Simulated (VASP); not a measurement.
Data:

```yaml
crystal:
  lattice:
    - [0.00000, 2.77194, 2.77194]
    - [2.77194, 0.00000, 2.77194]
    - [2.77194, 2.77194, 0.00000]
  atoms:
    - { symbol: Al, position: [0.00000, 0.00000, 0.00000] }
    - { symbol: P, position: [0.25000, 0.25000, 0.25000] }
```

The numbers are results of rev-vdW-DF2, VASP's PBE PAW potentials (set 64) (plane waves; VASP), not measurements. Run with 520 eV cut-off, 8×8×8 Γ-centred mesh, Gaussian smearing of 0.050 eV, potentials Al P.

Question: Predict the energy per atom (σ→0), pressure, band gap (on the k-mesh) with the smallest direct gap where there is one.

Answer: 
The band gap (on the k-mesh) is 1.65 eV and the smallest direct gap (on the k-mesh) comes out as 2.90 eV. The energy per atom (σ→0) is -4.093 eV/atom. The pressure is -2.35 GPa.

The compound is AlP in the zinc blende structure. This cell is one point of a volume scan, at 1.03 of the reference volume.
